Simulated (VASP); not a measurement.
Computed with HSE06 screened hybrid, VASP's PBE PAW potentials (set 64) (plane waves; VASP).

VASP input:

**KPOINTS**
```
Automatic mesh
0
Gamma
1 1 1
0 0 0
```

**POSCAR**
```
Ga35N36
1
    4.8683178924    -8.4321738171     0.0000000000
    4.8683178924     8.4321738171     0.0000000000
    0.0000000000     0.0000000000    10.5562839808
Ga N
35 36
Direct
  0.2219058810   0.1108396903   0.2493441986
  0.1106172926   0.2213043523   0.9993869598
  0.2218321708   0.1104511090   0.7506198673
  0.1132294674   0.2219076841   0.5023734999
  0.2214834491   0.4441614435   0.2490207445
  0.1104738242   0.5556567695   0.9993882298
  0.2215306441   0.4438300105   0.7488506382
  0.1131109282   0.5576540148   0.5022374254
  0.2218237355   0.7777387068   0.2492994068
  0.1108971629   0.8886939952   0.9998834903
  0.2218911129   0.7774982219   0.7505752585
  0.1108724676   0.8887198340   0.4999453065
  0.5553364815   0.1111228830   0.2496585304
  0.4439260678   0.2212405226   0.9993245188
  0.5555331041   0.1107802044   0.7505399239
  0.4417824021   0.2220376148   0.5023396939
  0.5552901694   0.4441006297   0.2491157212
  0.4441170325   0.5552869357   0.9968657260
  0.5555221575   0.4437589257   0.7490259530
  0.5554836780   0.7781917681   0.2490104958
  0.4439726222   0.8890560073   0.9994016932
  0.5555782832   0.7778572359   0.7488884051
  0.4417000972   0.8861362081   0.5022571257
  0.8886952293   0.1111367649   0.2496205709
  0.7777273572   0.2221942749   0.0004726988
  0.8885711540   0.1108412440   0.7505437701
  0.7776423226   0.2221205916   0.5004578968
  0.8885049752   0.4443374721   0.2497075816
  0.7782725565   0.5557096891   0.9993605399
  0.8884717251   0.4438341334   0.7504574382
  0.7772245495   0.5578853916   0.5022004524
  0.8886087384   0.7777201533   0.2493209634
  0.7783120028   0.8890873162   0.9992828621
  0.8888935415   0.7775551044   0.7505108273
  0.7773665808   0.8862015714   0.5022071679
  0.2218762467   0.1107259555   0.4382108568
  0.1107108617   0.2213674045   0.1874520921
  0.2218808461   0.1105305037   0.9384431552
  0.1104100161   0.2209964510   0.6891610836
  0.1984322591   0.4324707039   0.4319896296
  0.1104854058   0.5559728859   0.1874634405
  0.2203448552   0.4434342590   0.9392420132
  0.1103593586   0.5555150818   0.6890669541
  0.2217683997   0.7776241023   0.4382111729
  0.1107984053   0.8887760709   0.1884345513
  0.2218483733   0.7777152960   0.9384590686
  0.1109634791   0.8885757279   0.6882030018
  0.5551373397   0.1109213819   0.4384593490
  0.4436487819   0.2213148733   0.1874544744
  0.5558816427   0.1111564645   0.9386852688
  0.4437716133   0.2209393356   0.6891903807
  0.5665586040   0.4326694864   0.4321028460
  0.4440947732   0.5555011494   0.1873423167
  0.5561340180   0.4433877158   0.9393742206
  0.4442687817   0.5551631909   0.7084238924
  0.5670602970   0.8010842874   0.4318830149
  0.4436222537   0.8891592937   0.1874618185
  0.5561408000   0.7791614678   0.9393013784
  0.4437640326   0.8889106330   0.6890225468
  0.8887114996   0.1108608163   0.4384331973
  0.7774626490   0.2221393693   0.1891447880
  0.8884938526   0.1111898816   0.9387457690
  0.7775581348   0.2218094707   0.6883401077
  0.8884883483   0.4445123919   0.4384143629
  0.7781242316   0.5558909750   0.1875169231
  0.8884611311   0.4437946397   0.9386625612
  0.7783927552   0.5555889108   0.6890447501
  0.8889233663   0.7777660540   0.4381523554
  0.7782806816   0.8891235859   0.1874196443
  0.8890654743   0.7777565450   0.9383514386
  0.7784214667   0.8889731635   0.6890249933
```

**INCAR**
```
SYSTEM = Ga35N36
PREC = Normal; ENCUT = 400; LREAL = Auto
LASPH = .True.; ISYM = 0; NELECT = 284.0
EDIFF = 1E-5; NELM = 50; NELMIN = 4
ALGO = Normal; LMAXMIX = 4
ISMEAR = 0; SIGMA = 0.05
GGA = PE; LHFCALC = .True.; AEXX = 0.25
HFSCREEN = 0.2; PRECFOCK = Fast
ISIF = 0
LWAVE = .False.; LCHARG = .False.
```

POTCAR, in this order: Ga N (PBE.64 set). Program: vasp_gam. Read from the step before: WAVECAR.

Output of the run:

### OSZICAR
```
       N       E                     dE             d eps       ncg     rms          rms(c)
DAV:   1    -0.517491510272E+03   -0.51749E+03   -0.23292E+01   366   0.125E+01    0.106E+01
DAV:   2    -0.517618457543E+03   -0.12695E+00   -0.72026E+00   504   0.506E+00    0.102E+01
DAV:   3    -0.517049950073E+03    0.56851E+00   -0.14177E+01   510   0.658E+00    0.760E+00
DAV:   4    -0.517211174155E+03   -0.16122E+00   -0.20960E+00   550   0.496E+00    0.385E+00
DAV:   5    -0.518830288313E+03   -0.16191E+01   -0.19566E+01   422   0.457E+00    0.111E+01
DAV:   6    -0.517037269201E+03    0.17930E+01   -0.37173E+01   526   0.975E+00    0.790E+00
DAV:   7    -0.517350885875E+03   -0.31362E+00   -0.29027E+00   582   0.563E+00    0.404E+00
DAV:   8    -0.518805867798E+03   -0.14550E+01   -0.20710E+01   454   0.614E+00    0.114E+01
DAV:   9    -0.516811890840E+03    0.19940E+01   -0.34573E+01   534   0.976E+00    0.741E+00
DAV:  10    -0.517433187918E+03   -0.62130E+00   -0.25366E+00   582   0.537E+00    0.410E+00
DAV:  11    -0.518678263441E+03   -0.12451E+01   -0.19314E+01   446   0.625E+00    0.111E+01
DAV:  12    -0.516797772722E+03    0.18805E+01   -0.31725E+01   550   0.944E+00    0.719E+00
DAV:  13    -0.517429138688E+03   -0.63137E+00   -0.24171E+00   582   0.524E+00    0.398E+00
DAV:  14    -0.518642254075E+03   -0.12131E+01   -0.18738E+01   462   0.607E+00    0.110E+01
DAV:  15    -0.516818059428E+03    0.18242E+01   -0.31104E+01   550   0.935E+00    0.719E+00
DAV:  16    -0.517412283838E+03   -0.59422E+00   -0.23926E+00   590   0.525E+00    0.393E+00
DAV:  17    -0.518659154053E+03   -0.12469E+01   -0.18946E+01   454   0.602E+00    0.110E+01
DAV:  18    -0.516822961603E+03    0.18362E+01   -0.31549E+01   550   0.939E+00    0.722E+00
DAV:  19    -0.517410587403E+03   -0.58763E+00   -0.24120E+00   582   0.526E+00    0.394E+00
DAV:  20    -0.518663048852E+03   -0.12525E+01   -0.19020E+01   446   0.603E+00    0.110E+01
DAV:  21    -0.516819451529E+03    0.18436E+01   -0.31675E+01   550   0.940E+00    0.722E+00
DAV:  22    -0.517410906363E+03   -0.59145E+00   -0.24146E+00   582   0.526E+00    0.395E+00
DAV:  23    -0.518662578568E+03   -0.12517E+01   -0.19045E+01   446   0.604E+00    0.110E+01
DAV:  24    -0.516817013811E+03    0.18456E+01   -0.31689E+01   550   0.940E+00    0.722E+00
DAV:  25    -0.517410378389E+03   -0.59336E+00   -0.24156E+00   582   0.526E+00    0.394E+00
DAV:  26    -0.518661687470E+03   -0.12513E+01   -0.19054E+01   446   0.604E+00    0.110E+01
DAV:  27    -0.516815477753E+03    0.18462E+01   -0.31691E+01   550   0.940E+00    0.722E+00
DAV:  28    -0.517408919982E+03   -0.59344E+00   -0.24161E+00   582   0.526E+00    0.394E+00
DAV:  29    -0.518662492791E+03   -0.12536E+01   -0.19085E+01   446   0.604E+00    0.110E+01
DAV:  30    -0.516813817830E+03    0.18487E+01   -0.31713E+01   550   0.940E+00    0.722E+00
DAV:  31    -0.517407614495E+03   -0.59380E+00   -0.24197E+00   582   0.527E+00    0.394E+00
DAV:  32    -0.518662988966E+03   -0.12554E+01   -0.19110E+01   446   0.604E+00    0.110E+01
DAV:  33    -0.516811713147E+03    0.18513E+01   -0.31718E+01   550   0.940E+00    0.722E+00
DAV:  34    -0.517406613541E+03   -0.59490E+00   -0.24277E+00   590   0.527E+00    0.394E+00
DAV:  35    -0.518663228775E+03   -0.12566E+01   -0.19127E+01   446   0.604E+00    0.110E+01
DAV:  36    -0.516809536080E+03    0.18537E+01   -0.31694E+01   550   0.940E+00    0.722E+00
DAV:  37    -0.517404302910E+03   -0.59477E+00   -0.24284E+00   582   0.527E+00    0.393E+00
DAV:  38    -0.518665560208E+03   -0.12613E+01   -0.19179E+01   462   0.604E+00    0.110E+01
DAV:  39    -0.516806825466E+03    0.18587E+01   -0.31709E+01   550   0.940E+00    0.722E+00
DAV:  40    -0.517403027732E+03   -0.59620E+00   -0.24370E+00   590   0.528E+00    0.393E+00
DAV:  41    -0.518666146711E+03   -0.12631E+01   -0.19204E+01   446   0.604E+00    0.110E+01
DAV:  42    -0.516803730319E+03    0.18624E+01   -0.31655E+01   550   0.941E+00    0.723E+00
DAV:  43    -0.517400434175E+03   -0.59670E+00   -0.24377E+00   582   0.528E+00    0.393E+00
DAV:  44    -0.518668286496E+03   -0.12679E+01   -0.19252E+01   454   0.603E+00    0.110E+01
DAV:  45    -0.516800417145E+03    0.18679E+01   -0.31630E+01   550   0.942E+00    0.723E+00
DAV:  46    -0.517398898408E+03   -0.59848E+00   -0.24433E+00   582   0.529E+00    0.393E+00
DAV:  47    -0.518669263243E+03   -0.12704E+01   -0.19278E+01   446   0.603E+00    0.110E+01
DAV:  48    -0.516797397962E+03    0.18719E+01   -0.31559E+01   550   0.941E+00    0.723E+00
DAV:  49    -0.517396299231E+03   -0.59890E+00   -0.24485E+00   582   0.529E+00    0.392E+00
DAV:  50    -0.518670675329E+03   -0.12744E+01   -0.19312E+01   438   0.602E+00
   1 F= -.51867068E+03 E0= -.51864595E+03  d E =-.494412E-01
```

OUTCAR:
```
------------------------ aborting loop EDIFF was not reached (unconverged)  ----------------------------
  volume of cell :      866.68
      direct lattice vectors                 reciprocal lattice vectors
     4.868317892 -8.432173817  0.000000000     0.102704879 -0.059296690  0.000000000
     4.868317892  8.432173817  0.000000000     0.102704879  0.059296690  0.000000000
     0.000000000  0.000000000 10.556283981     0.000000000  0.000000000  0.094730305
  FREE ENERGIE OF THE ION-ELECTRON SYSTEM (eV)
  ---------------------------------------------------
  free  energy   TOTEN  =      -518.6706753287 eV

  energy  without entropy=     -518.6212340857  energy(sigma->0) =     -518.64595471

  exchange ACFDT corr.  =         0.00000000  see jH, gK, PRB 81, 115126
```
(Selected blocks of OUTCAR.)

stdout:
```
...
DAV:  31    -0.517407614495E+03   -0.59380E+00   -0.24197E+00   582   0.527E+00    0.394E+00
DAV:  32    -0.518662988966E+03   -0.12554E+01   -0.19110E+01   446   0.604E+00    0.110E+01
DAV:  33    -0.516811713147E+03    0.18513E+01   -0.31718E+01   550   0.940E+00    0.722E+00
DAV:  34    -0.517406613541E+03   -0.59490E+00   -0.24277E+00   590   0.527E+00    0.394E+00
DAV:  35    -0.518663228775E+03   -0.12566E+01   -0.19127E+01   446   0.604E+00    0.110E+01
DAV:  36    -0.516809536080E+03    0.18537E+01   -0.31694E+01   550   0.940E+00    0.722E+00
DAV:  37    -0.517404302910E+03   -0.59477E+00   -0.24284E+00   582   0.527E+00    0.393E+00
DAV:  38    -0.518665560208E+03   -0.12613E+01   -0.19179E+01   462   0.604E+00    0.110E+01
DAV:  39    -0.516806825466E+03    0.18587E+01   -0.31709E+01   550   0.940E+00    0.722E+00
DAV:  40    -0.517403027732E+03   -0.59620E+00   -0.24370E+00   590   0.528E+00    0.393E+00
DAV:  41    -0.518666146711E+03   -0.12631E+01   -0.19204E+01   446   0.604E+00    0.110E+01
DAV:  42    -0.516803730319E+03    0.18624E+01   -0.31655E+01   550   0.941E+00    0.723E+00
DAV:  43    -0.517400434175E+03   -0.59670E+00   -0.24377E+00   582   0.528E+00    0.393E+00
DAV:  44    -0.518668286496E+03   -0.12679E+01   -0.19252E+01   454   0.603E+00    0.110E+01
DAV:  45    -0.516800417145E+03    0.18679E+01   -0.31630E+01   550   0.942E+00    0.723E+00
DAV:  46    -0.517398898408E+03   -0.59848E+00   -0.24433E+00   582   0.529E+00    0.393E+00
DAV:  47    -0.518669263243E+03   -0.12704E+01   -0.19278E+01   446   0.603E+00    0.110E+01
DAV:  48    -0.516797397962E+03    0.18719E+01   -0.31559E+01   550   0.941E+00    0.723E+00
DAV:  49    -0.517396299231E+03   -0.59890E+00   -0.24485E+00   582   0.529E+00    0.392E+00
DAV:  50    -0.518670675329E+03   -0.12744E+01   -0.19312E+01   438   0.602E+00

 -----------------------------------------------------------------------------
|                                                                             |
|           W    W    AA    RRRRR   N    N  II  N    N   GGGG   !!!           |
|           W    W   A  A   R    R  NN   N  II  NN   N  G    G  !!!           |
|           W    W  A    A  R    R  N N  N  II  N N  N  G       !!!           |
|           W WW W  AAAAAA  RRRRR   N  N N  II  N  N N  G  GGG   !            |
|           WW  WW  A    A  R   R   N   NN  II  N   NN  G    G                |
|           W    W  A    A  R    R  N    N  II  N    N   GGGG   !!!           |
|                                                                             |
|     The electronic self-consistency was not achieved in the given           |
|     number of steps (NELM). The forces and other quantities evaluated       |
|     might not be reliable so examine the results carefully. If you find     |
|     spurious results, we suggest increasing NELM, if you were close to      |
|     convergence or switching to a different ALGO or adjusting the           |
|     density mixing parameters otherwise.                                    |
|                                                                             |
 -----------------------------------------------------------------------------

   1 F= -.51867068E+03 E0= -.51864595E+03  d E =-.494412E-01
```

Convergence was not reached.

The cell is charged, with a uniform compensating background. The supercell is sampled at Γ alone, which is coarse: total energies, pressure and levels can be off, energies of defects by several tenths of an eV.

The cell is a supercell with a defect, built from GaN (wurtzite): vac_Ga, charge +1. The cell's shape comes from a PBE relaxation. The run is not spin-polarised, so no state with unpaired spins was tried.
